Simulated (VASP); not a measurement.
OSZICAR of a VASP run on MoS$_{2}$ (2H layered):

File OSZICAR:
```
...
DAV:   8    -0.432258279049E+02    0.35017E+00   -0.16865E+00  1589   0.714E+00    0.330E+00
DAV:   9    -0.432407180836E+02   -0.14890E-01   -0.16254E-01  1651   0.194E+00    0.149E+00
DAV:  10    -0.432306950250E+02    0.10023E-01   -0.73524E-02  1499   0.150E+00    0.293E-01
DAV:  11    -0.432307744610E+02   -0.79436E-04   -0.32311E-03  1526   0.319E-01    0.193E-01
DAV:  12    -0.432307304106E+02    0.44050E-04   -0.25391E-04  1530   0.850E-02    0.971E-02
DAV:  13    -0.432307275761E+02    0.28345E-05   -0.22091E-04  1633   0.778E-02    0.226E-02
DAV:  14    -0.432307282300E+02   -0.65392E-06   -0.20912E-05  1502   0.266E-02    0.212E-02
DAV:  15    -0.432307282096E+02    0.20454E-07   -0.15468E-06  1089   0.773E-03
   1 F= -.31183884E+02 E0= -.31183884E+02  d E =-.311839E+02
       N       E                     dE             d eps       ncg     rms          rms(c)
DAV:   1    -0.502905069016E+02   -0.70598E+01   -0.25437E+02  1317   0.130E+02    0.517E+01
DAV:   2    -0.422208285333E+02    0.80697E+01   -0.33343E+01  1342   0.436E+01    0.998E+00
DAV:   3    -0.411427489480E+02    0.10781E+01   -0.34171E+00  1435   0.101E+01    0.383E+00
DAV:   4    -0.409719640542E+02    0.17078E+00   -0.78177E-01  1380   0.596E+00    0.415E+00
DAV:   5    -0.409574411367E+02    0.14523E-01   -0.59364E-02  1523   0.162E+00    0.262E+00
DAV:   6    -0.409538290097E+02    0.36121E-02   -0.47739E-02  1499   0.111E+00    0.390E-01
DAV:   7    -0.409527498176E+02    0.10792E-02   -0.11291E-02  1485   0.712E-01    0.163E-01
DAV:   8    -0.409526869083E+02    0.62909E-04   -0.44217E-04  1535   0.129E-01    0.101E-01
DAV:   9    -0.409526935172E+02   -0.66089E-05   -0.29452E-05  1457   0.347E-02    0.242E-02
DAV:  10    -0.409526931690E+02    0.34817E-06   -0.70642E-06  1535   0.174E-02
   2 F= -.30572309E+02 E0= -.30572309E+02  d E =0.611575E+00
       N       E                     dE             d eps       ncg     rms          rms(c)
DAV:   1    -0.479561062907E+02   -0.70034E+01   -0.13016E+02  1289   0.959E+01    0.250E+01
DAV:   2    -0.443522479763E+02    0.36039E+01   -0.39443E+01  1416   0.408E+01    0.986E+00
DAV:   3    -0.429840046061E+02    0.13682E+01   -0.86144E+00  1367   0.136E+01    0.575E+00
DAV:   4    -0.428715717772E+02    0.11243E+00   -0.81292E-01  1268   0.550E+00    0.160E+00
DAV:   5    -0.428406709054E+02    0.30901E-01   -0.19927E-01  1360   0.264E+00    0.997E-01
DAV:   6    -0.428431198064E+02   -0.24489E-02   -0.16013E-02  1472   0.731E-01    0.492E-01
DAV:   7    -0.428435881069E+02   -0.46830E-03   -0.20592E-03  1387   0.268E-01    0.293E-01
DAV:   8    -0.428435017568E+02    0.86350E-04   -0.66550E-04  1594   0.133E-01    0.136E-01
DAV:   9    -0.428435111850E+02   -0.94283E-05   -0.72599E-05  1274   0.397E-02    0.649E-02
DAV:  10    -0.428435111966E+02   -0.11579E-07   -0.14928E-06  1007   0.778E-03
   3 F= -.31325800E+02 E0= -.31325800E+02  d E =-.141916E+00
       N       E                     dE             d eps       ncg     rms          rms(c)
DAV:   1    -0.428272329249E+02    0.16278E-01   -0.27526E-02  1282   0.136E+00    0.436E-01
DAV:   2    -0.428263792940E+02    0.85363E-03   -0.57985E-03  1402   0.516E-01    0.132E-01
DAV:   3    -0.428261959951E+02    0.18330E-03   -0.12438E-03  1412   0.159E-01    0.578E-02
DAV:   4    -0.428261620669E+02    0.33928E-04   -0.17724E-04  1385   0.876E-02    0.234E-02
DAV:   5    -0.428261648400E+02   -0.27732E-05   -0.28633E-05  1538   0.307E-02    0.289E-02
DAV:   6    -0.428261689028E+02   -0.40627E-05   -0.10220E-05  1261   0.156E-02    0.524E-03
DAV:   7    -0.428261691938E+02   -0.29107E-06   -0.14735E-06   719   0.889E-03
   4 F= -.31325985E+02 E0= -.31325985E+02  d E =-.142101E+00
       N       E                     dE             d eps       ncg     rms          rms(c)
DAV:   1    -0.428349226893E+02   -0.87538E-02   -0.91961E+00  1317   0.198E+01    0.352E+00
DAV:   2    -0.427137744458E+02    0.12115E+00   -0.86264E-01  1405   0.624E+00    0.186E+00
DAV:   3    -0.426916415544E+02    0.22133E-01   -0.73418E-02  1586   0.131E+00    0.902E-01
DAV:   4    -0.426867712374E+02    0.48703E-02   -0.19845E-02  1338   0.906E-01    0.839E-01
DAV:   5    -0.426861215883E+02    0.64965E-03   -0.33561E-03  1506   0.298E-01    0.218E-01
DAV:   6    -0.426860882370E+02    0.33351E-04   -0.94046E-04  1486   0.158E-01    0.630E-02
DAV:   7    -0.426860769286E+02    0.11308E-04   -0.11324E-04  1642   0.591E-02    0.183E-02
DAV:   8    -0.426860771517E+02   -0.22312E-06   -0.48105E-06  1270   0.111E-02
   5 F= -.31395312E+02 E0= -.31395312E+02  d E =-.693274E-01
       N       E                     dE             d eps       ncg     rms          rms(c)
DAV:   1    -0.426400278702E+02    0.46049E-01   -0.89927E-01  1345   0.621E+00    0.110E+00
DAV:   2    -0.426282026359E+02    0.11825E-01   -0.87730E-02  1455   0.198E+00    0.616E-01
DAV:   3    -0.426258741430E+02    0.23285E-02   -0.79418E-03  1577   0.423E-01    0.285E-01
DAV:   4    -0.426253613236E+02    0.51282E-03   -0.21416E-03  1359   0.297E-01    0.262E-01
DAV:   5    -0.426253185121E+02    0.42811E-04   -0.28308E-04  1513   0.877E-02    0.786E-02
DAV:   6    -0.426253204223E+02   -0.19102E-05   -0.12515E-04  1537   0.511E-02    0.223E-02
DAV:   7    -0.426253183242E+02    0.20982E-05   -0.21501E-05  1511   0.266E-02    0.680E-03
DAV:   8    -0.426253184122E+02   -0.88068E-07   -0.89619E-07   810   0.511E-03
   6 F= -.31399375E+02 E0= -.31399375E+02  d E =-.733898E-01
       N       E                     dE             d eps       ncg     rms          rms(c)
DAV:   1    -0.426925268761E+02   -0.67209E-01   -0.54893E+00  1248   0.149E+01    0.238E+00
DAV:   2    -0.426212064740E+02    0.71320E-01   -0.71906E-01  1534   0.497E+00    0.188E+00
DAV:   3    -0.426014585289E+02    0.19748E-01   -0.69652E-02  1444   0.148E+00    0.612E-01
DAV:   4    -0.425958353815E+02    0.56231E-02   -0.24352E-02  1462   0.844E-01    0.306E-01
DAV:   5    -0.425957886337E+02    0.46748E-04   -0.11516E-03  1561   0.200E-01    0.157E-01
DAV:   6    -0.425957671289E+02    0.21505E-04   -0.29043E-04  1415   0.862E-02    0.635E-02
DAV:   7    -0.425957697689E+02   -0.26401E-05   -0.78149E-05  1528   0.473E-02    0.361E-02
DAV:   8    -0.425957679369E+02    0.18320E-05   -0.16220E-05  1527   0.237E-02    0.123E-02
DAV:   9    -0.425957680209E+02   -0.83965E-07   -0.66589E-07   830   0.544E-03
   7 F= -.31423936E+02 E0= -.31423936E+02  d E =-.245611E-01
       N       E                     dE             d eps       ncg     rms          rms(c)
DAV:   1    -0.425913493858E+02    0.44186E-02   -0.86722E-01  1248   0.595E+00    0.965E-01
DAV:   2    -0.425801810318E+02    0.11168E-01   -0.11563E-01  1527   0.200E+00    0.762E-01
DAV:   3    -0.425769854680E+02    0.31956E-02   -0.11103E-02  1437   0.592E-01    0.252E-01
DAV:   4    -0.425760812583E+02    0.90421E-03   -0.43632E-03  1478   0.354E-01    0.131E-01
DAV:   5    -0.425760769451E+02    0.43132E-05   -0.17307E-04  1508   0.761E-02    0.683E-02
DAV:   6    -0.425760751650E+02    0.17800E-05   -0.55695E-05  1491   0.385E-02    0.319E-02
DAV:   7    -0.425760774875E+02   -0.23225E-05   -0.13036E-05  1357   0.192E-02    0.194E-02
DAV:   8    -0.425760771604E+02    0.32710E-06   -0.33949E-06  1074   0.112E-02
   8 F= -.31426266E+02 E0= -.31426266E+02  d E =-.268911E-01
       N       E                     dE             d eps       ncg     rms          rms(c)
DAV:   1    -0.425745826007E+02    0.14949E-02   -0.43052E-03  1240   0.421E-01    0.664E-02
DAV:   2    -0.425745266164E+02    0.55984E-04   -0.57044E-04  1548   0.141E-01    0.554E-02
DAV:   3    -0.425745110333E+02    0.15583E-04   -0.52731E-05  1423   0.410E-02    0.193E-02
DAV:   4    -0.425745064273E+02    0.46060E-05   -0.23612E-05  1512   0.259E-02    0.101E-02
DAV:   5    -0.425745065132E+02   -0.85904E-07   -0.72730E-07   823   0.519E-03
   9 F= -.31426262E+02 E0= -.31426262E+02  d E =-.268875E-01
       N       E                     dE             d eps       ncg     rms          rms(c)
DAV:   1    -0.425586021457E+02    0.15904E-01   -0.36819E-02  1275   0.151E+00    0.514E-01
DAV:   2    -0.425577988807E+02    0.80327E-03   -0.75570E-03  1429   0.558E-01    0.145E-01
DAV:   3    -0.425575937377E+02    0.20514E-03   -0.23782E-03  1359   0.224E-01    0.113E-01
DAV:   4    -0.425575291024E+02    0.64635E-04   -0.24799E-04  1399   0.102E-01    0.305E-02
DAV:   5    -0.425575264875E+02    0.26149E-05   -0.78627E-05  1508   0.493E-02    0.229E-02
DAV:   6    -0.425575293994E+02   -0.29119E-05   -0.65822E-06  1309   0.150E-02    0.106E-02
DAV:   7    -0.425575308648E+02   -0.14654E-05   -0.12899E-06   809   0.775E-03    0.484E-03
DAV:   8    -0.425575309216E+02   -0.56753E-07   -0.14004E-07   711   0.274E-03
  10 F= -.31426109E+02 E0= -.31426109E+02  d E =0.153779E-03
       N       E                     dE             d eps       ncg     rms          rms(c)
DAV:   1    -0.425695954222E+02   -0.12065E-01   -0.16877E-02  1275   0.102E+00    0.346E-01
DAV:   2    -0.425692331571E+02    0.36227E-03   -0.35193E-03  1422   0.380E-01    0.978E-02
DAV:   3    -0.425691340663E+02    0.99091E-04   -0.11169E-03  1367   0.153E-01    0.778E-02
DAV:   4    -0.425691023835E+02    0.31683E-04   -0.11395E-04  1399   0.690E-02    0.212E-02
DAV:   5    -0.425690973892E+02    0.49944E-05   -0.37197E-05  1487   0.338E-02    0.153E-02
DAV:   6    -0.425690948758E+02    0.25134E-05   -0.29187E-06  1184   0.102E-02    0.703E-03
DAV:   7    -0.425690938304E+02    0.10453E-05   -0.64288E-07   704   0.540E-03    0.340E-03
DAV:   8    -0.425690937814E+02    0.49001E-07   -0.75037E-08   641   0.194E-03
  11 F= -.31426307E+02 E0= -.31426307E+02  d E =-.449073E-04
```

Task: Which electronic solver shows in the log?

Result: It is blocked Davidson (ALGO = Normal, or the opening steps of other solvers). The INCAR had ALGO = Normal.

Task: Can the final energy be trusted as converged?

Result: The calculation finished and met its thresholds. It stopped with EDIFF = 1E-6, NELM = 100, NSW = 40 and EDIFFG = -0.02 after 11 ionic steps (PBE GGA, plane waves, VASP's PBE PAW potentials (set 64)). Energy and stress use the plane-wave basis of the starting cell. Without a dispersion term in the relaxation, distances and binding between the weakly bound layers, chains or molecules are unreliable, and so is what depends on them.

The compound is MoS2 in the 2H layered structure. This run relaxes it under an external pressure of 20 GPa. Symmetry was kept, so distortions that lower it aren't found.
